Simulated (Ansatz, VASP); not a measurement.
# CrSeS (2H-CrSSe, 1 layer): VASP beside Ansatz, part 2 of 2

Aim: how closely do two programs agree when they are given the same cell, functional and k mesh? Of the first pair: The structure shown is the start of the Ansatz relaxation below; VASP solves that cell, so the two are compared at the walk's first step.

VASP 6.6.1 and Ansatz 0.2.0.

So far: The structure; Ansatz: relaxation, PBE; VASP: single point, PBE, start cell, pair 1.

### 4. Comparison

Known differences besides the potentials themselves: the data sets hold 36 valence electrons in Ansatz (on its default PAW (the set named soft_2) files) and 24 in VASP; the cutoff is 420 eV in Ansatz and 400 eV in VASP. Total energies have different zeros and are not compared.

Forces (eV/Å; atoms numbered as in POSCAR):

| atom | Ansatz x, y, z | VASP x, y, z |
| --- | --- | --- |
| Se1 | 0.000, 0.000, 0.946 | 0.000, 0.000, 0.931 |
| Cr2 | 0.000, 0.000, -0.321 | 0.000, 0.000, -0.292 |
| S3 | 0.000, 0.000, -0.625 | 0.000, 0.000, -0.639 |

The forces differ by 12 meV/Å r.m.s., which is 3.0 % of the r.m.s. force of 0.389 eV/Å (both taken over all components). With vacuum in the cell, a pressure given here is an average over mostly empty space and none of the material.

### 5. Ansatz: relaxation, PBE

This run makes the geometry at which the two programs are then compared.

The structure compared here is the end of the Ansatz relaxation.

Contents of input.yaml:

```yaml
crystal:
  lattice:
    - [3.125, 0.0, 0.0]
    - [-1.5625, 2.7063293868, 0.0]
    - [0.0, 0.0, 18.1484613491]
  atoms:
    - { symbol: Se, position: [0.3333333333, 0.6666666667, 0.4132581741] }
    - { symbol: Cr, position: [0.0, 0.0, 0.5062898443] }
    - { symbol: S, position: [0.3333333333, 0.6666666667, 0.5867418259] }
kpoints:
  mp_grid: { grid: [12, 12, 1] }
hamiltonian:
  xc: pbe
scf:
  occupations: { method: fermi_dirac, width: 0.05 }
  convergence: { dr2_threshold: 1.0e-08 }
efield:
  axis: 3
  dipole_correction: true
  ramp_position: 0.97
  ramp_width: 0.04
relax:
  f_tol: 0.01
  cell: { fix: [c, alpha, beta] }
output:
  write_potential: true
  write_density: true
  volumetric_format: npy
```

Run with:

```
$ ansatz run input.yaml --threads 2 --pin off --max-ram 4096MiB --backend cpu --events-out ev --progress --plain --runs-dir out
```

Numbers of over 12 decimals in the logs are rounded to 6 here.

Output:

```text
[...]
Crystal: 3 atoms, lattice volume = 153.487 Å³
Basis set: ecut = 420 eV, 3001 PW (Γ), exchange–correlation on 48×48×250 points (8 copies of the dense FFT grid, shifted against one another)
[...]
--- Relaxed structure (6 steps of the walk, 6 accepted, 1 SCFs on fresh bases) ---
[...]
cell:  # Å, volume = 153.6409 Å³
    - [3.126570, 0, 0]
    - [-1.563285, 2.707689, 0]
    - [0, 0, 18.1484613491]
  atoms:
    - { symbol: Se, position: [0.333333, 0.666667, 0.416620] }
[...]
- { symbol: S, position: [0.333333, 0.666667, 0.584154] }
[key lines of the parts left out:]
SCF converged after 5 iterations
Free energy (F): -9750.595197 eV
Fermi energy:    0.346269 eV
Dipole field:    D = -0.046188 V/Å  (p = -0.039217 e·Å, saw-weighted, corrected)
Work function:   Φ+ = 5.5378 eV   Φ− = 4.6995 eV
P = ⅓ Tr σ = 0.0001 GPa (0.001 kbar)
```

### 6. VASP: single point, PBE, relaxed cell, pair 2

The same cell, functional, mesh and smearing now go to VASP, with its own data sets.

Contents of INCAR:

```
SYSTEM = CrSeS
PREC = Accurate
ENCUT = 500
EDIFF = 1E-06
NELM = 120
ISMEAR = -1
SIGMA = 0.05
LREAL = .FALSE.
ALGO = Normal
GGA = PE
NBANDS = 18
LASPH = .TRUE.
LORBIT = 11
LWAVE = .FALSE.
LCHARG = .FALSE.
ISIF = 2
LDIPOL = .TRUE.
IDIPOL = 3
DIPOL = 0.5 0.5 0.502
LVHAR = .TRUE.
GGA_COMPAT = .FALSE.
EFERMI = MIDGAP
NELMDL = -8
```

Contents of POSCAR:

```
CrSeS
1.0
    3.1265702567      0.0000000000      0.0000000000
   -1.5632851284      2.7076892691      0.0000000000
    0.0000000000      0.0000000000     18.1484613491
Se Cr S
1 1 1
Direct
    0.3333333333      0.6666666667      0.4166202753
    0.0000000000      0.0000000000      0.5055150841
    0.3333333333      0.6666666667      0.5841544849
```

Contents of KPOINTS:

```
Automatic mesh
0
Gamma
12 12 1
0 0 0
```

Potentials, in the order of the species: Se, Cr_pv and S (PBE family, release 64).

Run with:

```
$ mpirun -np 1 vasp_std
```

Output:

```text
[... set-up lines as in an earlier step ...]
 entering main loop
       N       E                     dE             d eps       ncg     rms          rms(c)
DAV:   1     0.156248310444E+03    0.15625E+03   -0.11961E+04   836   0.105E+03
DAV:   2    -0.722033096636E+01   -0.16347E+03   -0.15940E+03   848   0.255E+02
DAV:   3    -0.214227784648E+02   -0.14202E+02   -0.14069E+02   834   0.724E+01
DAV:   4    -0.217905244192E+02   -0.36775E+00   -0.36731E+00   914   0.123E+01
[...]
DAV:  24    -0.188483278732E+02   -0.22791E-04   -0.13450E-06   646   0.606E-03    0.191E-03
DAV:  25    -0.188483364784E+02   -0.86052E-05   -0.59368E-07   690   0.343E-03    0.990E-04
DAV:  26    -0.188483373668E+02   -0.88839E-06   -0.26686E-08   456   0.868E-04
   1 F= -.18848337E+02 E0= -.18848328E+02  d E =-.189818E-04
```

Parts of OUTCAR (step 6):

```text
  Total       -0.0386634     -0.0386634     -0.0325079      0.0000000      0.0000000      0.0000000
  in kB       -0.4031846     -0.4031846     -0.3389941      0.0000000      0.0000000      0.0000000
  external PRESSURE =      -0.3817877 kB  Pullay stress =       0.0000000 kB

 POSITION                                       TOTAL-FORCE (eV/Angst)
 -----------------------------------------------------------------------------------
     -0.00000      1.80513      7.56102         0.000000     -0.000000     -0.013286
      0.00000      0.00000      9.17432        -0.000000      0.000000      0.031985
     -0.00000      1.80513     10.60151        -0.000000      0.000000     -0.018698
 -----------------------------------------------------------------------------------
    total drift:                                0.000000     -0.000000      0.000376

  FREE ENERGIE OF THE ION-ELECTRON SYSTEM (eV)
  ---------------------------------------------------
  free  energy   TOTEN  =       -18.8483373668 eV

  energy  without entropy=      -18.8483183849  energy(sigma->0) =      -18.84832788

[... 1 part as in an earlier step ...]

[... 2 further parts left out ...]
[key lines of the parts left out:]
E-fermi :  -1.2086
```

### 7. Comparison

What differs besides the data sets and the points named for the pairs above, as far as they apply: the data sets hold 36 valence electrons in Ansatz (on its default PAW (the set named soft_2) files) and 24 in VASP; the cutoff is 420 eV in Ansatz and 500 eV in VASP; Ansatz's pressure holds a Pulay correction, VASP's none. Total energies have different zeros and are not compared.

The two programs side by side:

| quantity | Ansatz | VASP | difference |
| --- | --- | --- | --- |
| pressure (GPa) | 0.00 | -0.04 | +0.04 |
| gap on the k mesh (eV) | 0.831 | 0.831 | -0.001 |

At this near-relaxed geometry the largest component of a force difference is 32 meV/Å. A gap on the mesh is an upper bound, since the band edges may lie between its points. With vacuum in the cell, a pressure given here is an average over mostly empty space and none of the material.

### 8. Results

```yaml
r_m_s_force_difference_single_point_pbe_start_cell_pair_1: 3.0 % of the r.m.s. force
r_m_s_force_difference_single_point_pbe_relaxed_cell_pair_2: 13 meV/Å
```

What this shows: The r.m.s. force difference is 13 meV/Å (single point, PBE, relaxed cell, pair 2), beyond the 12 meV/Å picked in this series as the mark of a large difference. The data sets hold unlike numbers of valence electrons (36 in Ansatz and 24 in VASP), so part of the differences comes from the potentials. What causes the difference of the single point, PBE, relaxed cell, pair 2 pair stays open here. Such differences can come from data sets, numerical settings and the points named under the comparisons, not from the functional's error against experiment.

[Lines on the potential files, build, host, timing and source positions are cut from VASP's logs without a mark.]

[Logs are printed without paths, hosts, clocks, repeated set-up lines and the standing remarks that a program may print on its own settings, such as how far it seeks lower states.]

[Hosts, paths, dates, database ids (printed as entryN), source tags and the programs' standing remarks are cut or masked in the printed files.]
